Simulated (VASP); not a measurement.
Output of a VASP run:

### OSZICAR
```
       N       E                     dE             d eps       ncg     rms          rms(c)
DAV:   1     0.113392537071E+03    0.11339E+03   -0.91401E+03   778   0.126E+03
DAV:   2     0.237128789060E+01   -0.11102E+03   -0.10590E+03   884   0.294E+02
DAV:   3    -0.244745362555E+01   -0.48187E+01   -0.48059E+01   869   0.635E+01
DAV:   4    -0.248144638408E+01   -0.33993E-01   -0.33986E-01   864   0.542E+00
DAV:   5    -0.248193429741E+01   -0.48791E-03   -0.48791E-03   889   0.634E-01    0.761E+00
DAV:   6    -0.195851550426E+01    0.52342E+00   -0.10833E+00  1072   0.141E+01    0.606E+00
DAV:   7    -0.194287641244E+01    0.15639E-01   -0.18626E-01   784   0.352E+00    0.315E+00
DAV:   8    -0.194162229118E+01    0.12541E-02   -0.17684E-02   789   0.201E+00    0.259E-01
DAV:   9    -0.194126633535E+01    0.35596E-03   -0.22616E-03   874   0.785E-01    0.730E-02
DAV:  10    -0.194133093387E+01   -0.64599E-04   -0.21694E-04   779   0.150E-01    0.693E-02
DAV:  11    -0.194135965948E+01   -0.28726E-04   -0.55119E-05   789   0.945E-02    0.161E-02
DAV:  12    -0.194135338856E+01    0.62709E-05   -0.26299E-05   874   0.716E-02    0.644E-03
DAV:  13    -0.194135353322E+01   -0.14466E-06   -0.19063E-06   769   0.116E-02    0.295E-03
DAV:  14    -0.194135353692E+01   -0.36978E-08   -0.27492E-08   582   0.208E-03
   1 F= -.19413535E+01 E0= -.19413535E+01  d E =-.865274E-13
```

**OUTCAR**
```
------------------------ aborting loop because EDIFF is reached ----------------------------------------
  FORCE on cell =-STRESS in cart. coord.  units (eV):
  Direction    XX          YY          ZZ          XY          YZ          ZX
  --------------------------------------------------------------------------------------
  Total        0.0028745      0.0028745      0.0028745      0.0000000      0.0000000      0.0000000
  in kB        0.0900378      0.0900378      0.0900378      0.0000000      0.0000000      0.0000000
  external PRESSURE =       0.0900378 kB  Pullay stress =       0.0000000 kB
  volume of cell :       51.15
      direct lattice vectors                 reciprocal lattice vectors
     0.000000000  2.946254303  2.946254303    -0.169707007  0.169707007  0.169707007
     2.946254303  0.000000000  2.946254303     0.169707007 -0.169707007  0.169707007
     2.946254303  2.946254303  0.000000000     0.169707007  0.169707007 -0.169707007
  FREE ENERGIE OF THE ION-ELECTRON SYSTEM (eV)
  ---------------------------------------------------
  free  energy   TOTEN  =        -1.9413535369 eV

  energy  without entropy=       -1.9413535369  energy(sigma->0) =       -1.94135354
```
(Selected blocks of OUTCAR.)

POSCAR:
```
CdS
1
    0.0000000000     2.9462543035     2.9462543035
    2.9462543035     0.0000000000     2.9462543035
    2.9462543035     2.9462543035     0.0000000000
Cd S
1 1
Direct
  0.0000000000   0.0000000000   0.0000000000
  0.2500000000   0.2500000000   0.2500000000
```

Q: Reconstruct the remaining input files.

A: This is not unique; one that fits is the input of the run itself, rev-vdW-DF2, plane waves, VASP's PBE PAW potentials (set 64).

INCAR:
```
! general
SYSTEM   = CdS
PREC     = Accurate
ENCUT    = 520
LREAL    = .False.
LASPH    = .True.

! electronic loop
EDIFF    = 1E-7
NELM     = 100
ALGO     = Normal
LMAXMIX  = 4

! smearing
ISMEAR   = 0
SIGMA    = 0.05

! functional
GGA      = MK
LUSE_VDW = .True.
AGGAC    = 0.0
PARAM1   = 0.1234568
PARAM2   = 0.7114
ZAB_VDW  = -1.8867

! ions
ISIF     = 2

! output
LWAVE    = .False.
LCHARG   = .False.
```

### KPOINTS
```
kpoints
0
G
 8 8 8
```

POTCAR, in this order: Cd S (PBE.64 set). Program: vasp_std.

The compound is CdS in the zinc blende structure, a metastable form; wurtzite is the usual one. It was relaxed first.
